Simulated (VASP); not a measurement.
Computed with PBEsol GGA, VASP's PBE PAW potentials (set 64) (plane waves; VASP).

VASP input:

POSCAR:
```
MoS2
1.0
  3.1422691914   0.0000000000   0.0000000000
 -1.5711345957   2.7212846740   0.0000000000
  0.0000000000   0.0000000000  12.5317180254
Mo S
2 4
Cart
  1.5711361668   0.9070939842   9.3987885191
 -0.0000015711   1.8141906898   3.1329295064
  1.5711361668   0.9070939842   4.7495211316
 -0.0000015711   1.8141906898  11.0153801443
 -0.0000015711   1.8141906898   7.7821968938
  1.5711361668   0.9070939842   1.5163378811
```

File KPOINTS:
```
Automatic mesh
0
gamma
  11 11 3
0 0 0
```

INCAR:
```
! general
SYSTEM  = MoS2
PREC    = Normal
ENCUT   = 400
LREAL   = .False.
LASPH   = .True.

! electronic loop
EDIFF   = 1E-5
NELM    = 100
NELMIN  = 4
ALGO    = Fast
LMAXMIX = 4

! smearing
ISMEAR  = 0
SIGMA   = 0.05

! functional
GGA     = PS

! ions
IBRION  = 2
NSW     = 20
ISIF    = 2
EDIFFG  = -0.03

! output
LWAVE   = .False.
LCHARG  = .False.
```

POTCAR, in this order: Mo_sv S (PBE.64 set). Program: vasp_std.

Output

OUTCAR:
```
 ion  position               nearest neighbor table
   1  0.667  0.333  0.750-   4 2.43   5 2.43   4 2.43   5 2.43   4 2.43   5 2.43
   2  0.333  0.667  0.250-   3 2.43   6 2.43   3 2.43   6 2.43   3 2.43   6 2.43
   3  0.667  0.333  0.379-   2 2.43   2 2.43   2 2.43
   4  0.333  0.667  0.879-   1 2.43   1 2.43   1 2.43
   5  0.333  0.667  0.621-   1 2.43   1 2.43   1 2.43
   6  0.667  0.333  0.121-   2 2.43   2 2.43   2 2.43
  LATTYP: Found a hexagonal cell.
 ALAT       =     3.1422691914
 C/A-ratio  =     3.9881109040
 Subroutine PRICEL returns:
 Original cell was already a primitive cell.
 Subroutine GETGRP returns: Found 24 space group operations
The static configuration has the point symmetry D_3d.
 The point group associated with its full space group is D_6h.
The dynamic configuration has the point symmetry D_3d.
 Subroutine INISYM returns: Found 24 space group operations
 Subroutine IBZKPT returns following result:
 Found     32 irreducible k-points:

 Following reciprocal coordinates:
            Coordinates               Weight
  0.000000  0.000000  0.000000      1.000000
  0.090909  0.000000  0.000000      6.000000
  0.181818  0.000000  0.000000      6.000000
  0.272727  0.000000  0.000000      6.000000
  0.363636  0.000000  0.000000      6.000000
  0.454545  0.000000  0.000000      6.000000
  0.090909  0.090909  0.000000      6.000000
  0.181818  0.090909  0.000000     12.000000
  0.272727  0.090909  0.000000     12.000000
  0.363636  0.090909  0.000000     12.000000
  0.454545  0.090909  0.000000      6.000000
  0.181818  0.181818  0.000000      6.000000
  0.272727  0.181818  0.000000     12.000000
  0.363636  0.181818  0.000000     12.000000
  0.272727  0.272727  0.000000      6.000000
  0.363636  0.272727  0.000000      6.000000
  0.000000  0.000000  0.333333      2.000000
  0.090909  0.000000  0.333333     12.000000
...
```

File OSZICAR:
```
       N       E                     dE             d eps       ncg     rms          rms(c)
DAV:   1     0.384274726874E+03    0.38427E+03   -0.26338E+04  2272   0.130E+03
DAV:   2    -0.279264037899E+02   -0.41220E+03   -0.40257E+03  2523   0.360E+02
DAV:   3    -0.493115005390E+02   -0.21385E+02   -0.21014E+02  2568   0.714E+01
DAV:   4    -0.497512540217E+02   -0.43975E+00   -0.43855E+00  2454   0.105E+01
DAV:   5    -0.497620093459E+02   -0.10755E-01   -0.10751E-01  2544   0.157E+00    0.339E+01
RMM:   6    -0.473927612028E+02    0.23692E+01   -0.19993E+01  2120   0.198E+01    0.107E+01
RMM:   7    -0.468108990121E+02    0.58186E+00   -0.30573E+00  1996   0.806E+00    0.727E+00
RMM:   8    -0.467772565934E+02    0.33642E-01   -0.11570E+00  2046   0.498E+00    0.116E+00
RMM:   9    -0.467812657629E+02   -0.40092E-02   -0.24030E-01  2207   0.203E+00    0.872E-01
RMM:  10    -0.467772379933E+02    0.40278E-02   -0.57165E-02  2095   0.111E+00    0.227E-01
RMM:  11    -0.467777881007E+02   -0.55011E-03   -0.13181E-02  2244   0.469E-01    0.951E-02
RMM:  12    -0.467779048629E+02   -0.11676E-03   -0.23519E-03  2320   0.185E-01    0.285E-02
RMM:  13    -0.467779537906E+02   -0.48928E-04   -0.59636E-04  2137   0.816E-02    0.175E-02
RMM:  14    -0.467779615245E+02   -0.77339E-05   -0.12366E-04  1809   0.396E-02    0.150E-02
RMM:  15    -0.467779627439E+02   -0.12194E-05   -0.35159E-05  1333   0.189E-02
   1 F= -.46777963E+02 E0= -.46777963E+02  d E =-.467780E+02
       N       E                     dE             d eps       ncg     rms          rms(c)
DAV:   1    -0.468585056851E+02   -0.80544E-01   -0.11519E+01  2124   0.129E+01    0.412E+00
RMM:   2    -0.468918549055E+02   -0.33349E-01   -0.44050E-01  1988   0.313E+00    0.137E+00
RMM:   3    -0.468994263859E+02   -0.75715E-02   -0.81022E-02  2068   0.137E+00    0.965E-01
RMM:   4    -0.468997824919E+02   -0.35611E-03   -0.11909E-02  1996   0.563E-01    0.230E-01
RMM:   5    -0.468996559841E+02    0.12651E-03   -0.36868E-03  2171   0.294E-01    0.931E-02
RMM:   6    -0.468997164287E+02   -0.60445E-04   -0.10058E-03  1963   0.123E-01    0.746E-02
RMM:   7    -0.468997198506E+02   -0.34219E-05   -0.15529E-04  1855   0.522E-02    0.437E-02
RMM:   8    -0.468997207019E+02   -0.85133E-06   -0.43800E-05  1436   0.261E-02
   2 F= -.46899721E+02 E0= -.46899721E+02  d E =-.121758E+00
       N       E                     dE             d eps       ncg     rms          rms(c)
DAV:   1    -0.469010092647E+02   -0.12894E-02   -0.26831E-01  2432   0.198E+00    0.554E-01
RMM:   2    -0.469017296444E+02   -0.72038E-03   -0.95653E-03  1988   0.464E-01    0.228E-01
RMM:   3    -0.469018874499E+02   -0.15781E-03   -0.16919E-03  1812   0.201E-01    0.123E-01
RMM:   4    -0.469018957593E+02   -0.83095E-05   -0.23331E-04  1773   0.815E-02    0.106E-02
RMM:   5    -0.469018984771E+02   -0.27178E-05   -0.77708E-05  1701   0.435E-02
   3 F= -.46901898E+02 E0= -.46901898E+02  d E =-.123936E+00
```

### OUTCAR
```
------------------------ aborting loop because EDIFF is reached ----------------------------------------
  FORCE on cell =-STRESS in cart. coord.  units (eV):
  Direction    XX          YY          ZZ          XY          YZ          ZX
  --------------------------------------------------------------------------------------
  Total       -0.2074510     -0.2074510     -0.1240237      0.0000000      0.0000000     -0.0000000
  in kB       -3.1016881     -3.1016875     -1.8543307      0.0000000      0.0000000     -0.0000000
  external PRESSURE =      -2.6859021 kB  Pullay stress =       0.0000000 kB
  volume of cell :      107.16
      direct lattice vectors                 reciprocal lattice vectors
     3.142269191  0.000000000  0.000000000     0.318241353  0.183736749  0.000000000
    -1.571134596  2.721284674  0.000000000     0.000000000  0.367473499  0.000000000
     0.000000000  0.000000000 12.531718025     0.000000000  0.000000000  0.079797518
 POSITION                                       TOTAL-FORCE (eV/Angst)
 -----------------------------------------------------------------------------------
      1.57114      0.90709      9.39879        -0.000000     -0.000000      0.000000
     -0.00000      1.81419      3.13293         0.000000      0.000000      0.000000
      1.57114      0.90709      4.69153         0.000000      0.000000      0.006581
     -0.00000      1.81419     10.95739         0.000000     -0.000000      0.006581
     -0.00000      1.81419      7.84019         0.000000     -0.000000     -0.006581
      1.57114      0.90709      1.57433         0.000000      0.000000     -0.006581
 -----------------------------------------------------------------------------------
    total drift:                                0.000790     -0.000456      0.001093
  FREE ENERGIE OF THE ION-ELECTRON SYSTEM (eV)
  ---------------------------------------------------
  free  energy   TOTEN  =       -46.9018984771 eV

  energy  without entropy=      -46.9018984771  energy(sigma->0) =      -46.90189848

 reached required accuracy - stopping structural energy minimisation
```
(Selected blocks of OUTCAR.)

### CONTCAR
```
MoS2
   1.00000000000000
     3.1422691914000001    0.0000000000000000    0.0000000000000000
    -1.5711345957000000    2.7212846740000001    0.0000000000000000
     0.0000000000000000    0.0000000000000000   12.5317180254000000
  Mo              S
     2     4
Direct
     0.6666669999999968    0.3333330000000032    0.7500000000000000
     0.3333330000000032    0.6666669999999968    0.2500000000000000
     0.6666669999999968    0.3333330000000032    0.3743725696680136
     0.3333330000000032    0.6666669999999968    0.8743725696680136
     0.3333330000000032    0.6666669999999968    0.6256274303319864
     0.6666669999999968    0.3333330000000032    0.1256274303319864
```

Without a dispersion term in the relaxation, distances and binding between the weakly bound layers, chains or molecules are unreliable, and so is what depends on them.

The compound is MoS2 in the 2H layered structure. This run relaxes the ions in a fixed cell. Symmetry was kept, so distortions that lower it aren't found.
